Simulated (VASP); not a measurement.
Crystal: InAs.

```
CELL_PARAMETERS angstrom
0.00000 3.04545 3.04545
3.04545 0.00000 3.04545
3.04545 3.04545 0.00000
ATOMIC_POSITIONS crystal
In 0.00000 0.00000 0.00000
As 0.25000 0.25000 0.25000
```

Base run:

```yaml
Program: VASP 6.6.1
Functional: r2SCAN
Potentials_or_basis: VASP PAW PBE potentials, release 64 (In_d, As)
Cutoff: 520 eV
k_mesh: 10 × 10 × 10
Occupations: gaussian, width 0.03 eV
Spin: no spin polarisation
```

Its results: pressure 0.5 GPa.

**Question.** The run is repeated on the same cell with these changes: functional from r2SCAN to PBEsol. What comes out?

**Answer.** Pressure 0.0 GPa.

Caveats: the PAW data sets were made with another functional, which shifts forces and pressure a little.
